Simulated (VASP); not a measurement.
Method: PBEsol GGA, VASP's PBE PAW potentials (set 64) (plane waves; VASP 6.6.1).

Input for VASP

**KPOINTS**
```
Automatic
0
Gamma
  14 14 8
```

### INCAR
```
! general
SYSTEM  = Os
PREC    = Accurate
ENCUT   = 480
LREAL   = .False.
LASPH   = .True.

! electronic loop
EDIFF   = 1E-7
NELM    = 100
ALGO    = Normal
LMAXMIX = 6

! smearing
ISMEAR  = 1
SIGMA   = 0.1

! functional
GGA     = PS

! ions
IBRION  = 2
NSW     = 30
ISIF    = 2
EDIFFG  = -0.01

! output
LWAVE   = .False.
LCHARG  = .False.
```

POSCAR:
```
Os
1.0
  1.3723162487  -2.3650956341   0.0000000000
  1.3723162487   2.3650956341   0.0000000000
  0.0000000000   0.0000000000   4.3062269485
Os
2
direct
  0.3333330000   0.6666670000   0.2500000000
  0.6666670000   0.3333330000   0.7500000000
```

POTCAR, in this order: Os (PBE.64 set). Program: vasp_std.

The resulting files:

OSZICAR:
```
       N       E                     dE             d eps       ncg     rms          rms(c)
DAV:   1     0.946529085005E+02    0.94653E+02   -0.73048E+03  6840   0.120E+03
DAV:   2    -0.192480358235E+02   -0.11390E+03   -0.10303E+03  7248   0.386E+02
DAV:   3    -0.258754620901E+02   -0.66274E+01   -0.60936E+01  8356   0.751E+01
DAV:   4    -0.260343574348E+02   -0.15890E+00   -0.15744E+00  7240   0.118E+01
DAV:   5    -0.260362045645E+02   -0.18471E-02   -0.18460E-02  8048   0.105E+00    0.244E+01
DAV:   6    -0.248327050352E+02    0.12035E+01   -0.13491E+00  7324   0.107E+01    0.110E+01
DAV:   7    -0.244868741458E+02    0.34583E+00   -0.89720E-01  7884   0.856E+00    0.505E-01
DAV:   8    -0.244799092485E+02    0.69649E-02   -0.80623E-03  6980   0.748E-01    0.283E-01
DAV:   9    -0.244776319872E+02    0.22773E-02   -0.14616E-03  7452   0.475E-01    0.603E-02
DAV:  10    -0.244776672848E+02   -0.35298E-04   -0.58127E-05  7568   0.777E-02    0.110E-02
DAV:  11    -0.244776365888E+02    0.30696E-04   -0.80789E-06  7124   0.340E-02    0.108E-03
DAV:  12    -0.244776361772E+02    0.41163E-06   -0.15716E-07  6236   0.413E-03    0.949E-04
DAV:  13    -0.244776360693E+02    0.10787E-06   -0.96219E-09  3664   0.995E-04    0.173E-04
DAV:  14    -0.244776360538E+02    0.15518E-07   -0.18954E-09  3532   0.471E-04
   1 F= -.24477636E+02 E0= -.24477224E+02  d E =-.244776E+02
       N       E                     dE             d eps       ncg     rms          rms(c)
DAV:   1    -0.244776783768E+02   -0.42307E-04   -0.14090E-02  6840   0.846E-01    0.140E-02
DAV:   2    -0.244776800618E+02   -0.16850E-05   -0.67613E-05  8532   0.109E-01    0.924E-03
DAV:   3    -0.244776772716E+02    0.27901E-05   -0.11567E-05  7040   0.260E-02    0.222E-03
DAV:   4    -0.244776770174E+02    0.25425E-06   -0.56461E-07  7356   0.640E-03    0.751E-04
DAV:   5    -0.244776770060E+02    0.11404E-07   -0.43771E-08  3484   0.161E-03
   2 F= -.24477677E+02 E0= -.24477275E+02  d E =-.409522E-04
```

File OUTCAR:
```
------------------------ aborting loop because EDIFF is reached ----------------------------------------
  FORCE on cell =-STRESS in cart. coord.  units (eV):
  Direction    XX          YY          ZZ          XY          YZ          ZX
  --------------------------------------------------------------------------------------
  Total       -0.6293266     -0.2521433     -0.2088891      0.0000000     -0.0000000      0.0000000
  in kB      -36.0708915    -14.4520076    -11.9728198      0.0000000     -0.0000000      0.0000000
  external PRESSURE =     -20.8319063 kB  Pullay stress =       0.0000000 kB
  volume of cell :       27.95
      direct lattice vectors                 reciprocal lattice vectors
     1.372316249 -2.365095634  0.000000000     0.364347504 -0.211407942  0.000000000
     1.372316249  2.365095634  0.000000000     0.364347504  0.211407942  0.000000000
     0.000000000  0.000000000  4.306226948     0.000000000  0.000000000  0.232221853
 POSITION                                       TOTAL-FORCE (eV/Angst)
 -----------------------------------------------------------------------------------
      1.37232      0.78964      1.07656         0.000000      0.006217      0.000000
      1.37232     -0.78964      3.22967         0.000000     -0.006217     -0.000000
 -----------------------------------------------------------------------------------
    total drift:                                0.000000      0.000000      0.000000
  FREE ENERGIE OF THE ION-ELECTRON SYSTEM (eV)
  ---------------------------------------------------
  free  energy   TOTEN  =       -24.4776770060 eV

  energy  without entropy=      -24.4764718507  energy(sigma->0) =      -24.47727529

 reached required accuracy - stopping structural energy minimisation
```
(Selected blocks of OUTCAR.)

CONTCAR:
```
Os
   1.00000000000000
     1.3723162487000000   -2.3650956340999998    0.0000000000000000
     1.3723162487000000    2.3650956340999998    0.0000000000000000
     0.0000000000000000    0.0000000000000000    4.3062269485000000
  Os
     2
Direct
     0.3330646112401173    0.6669353887598827    0.2500000000000000
     0.6669353887598827    0.3330646112401173    0.7500000000000000
```

The compound is Os in the hcp structure. This cell was strained or had an atom moved on purpose. Symmetry was kept, so distortions that lower it aren't found.
